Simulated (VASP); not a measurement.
A run of VASP 6.6.1:

Contents of INCAR:

```
SYSTEM = Sn2GeO2
PREC = Normal
ENCUT = 520
EDIFF = 1E-4
ISMEAR = 0
SIGMA = 0.15
LREAL = .False.
LASPH = .True.
NELM = 60
ALGO = Fast
ISIF = 3
LWAVE = .False.
LCHARG = .False.
GGA = PE
IBRION = 2
NSW = 24
EDIFFG = -0.08
KPAR = 2
```

The input KPOINTS:

```
regular mesh
0
Gamma
  5 5 5
  0 0 0
```

The input POSCAR:

```
Sn2GeO2
1.0
   -1.9500000000      1.9500000000      5.8500000000
    1.9500000000     -1.9500000000      5.8500000000
    1.9500000000      1.9500000000     -5.8500000000
Sn Ge O
2 1 2
Direct
    0.6470000000      0.6470000000      0.0000000000
    0.3530000000      0.3530000000      0.0000000000
    0.0000000000      0.0000000000      0.0000000000
    0.2500000000      0.7500000000      0.5000000000
    0.7500000000      0.2500000000      0.5000000000
```

Potentials or basis: VASP PAW PBE potentials, release 64 (Sn_d, Ge_d, O).

Command:

```console
$ cat potpaw_PBE.64/Sn_d/POTCAR potpaw_PBE.64/Ge_d/POTCAR potpaw_PBE.64/O/POTCAR > POTCAR
$ mpirun -np 2 vasp_std > vasp.out
```

Hardware: 2 MPI ranks on AMD EPYC 9R45 96-Core Processor (Zen 5) (shared host).

Estimate the wall time of this run.

It took 96 s on 2 MPI ranks on AMD EPYC 9R45 96-Core Processor (Zen 5), with other jobs on the host, peak memory 0.22 GiB a rank. Counts: scf iterations 72, k points 18, ion steps 9.
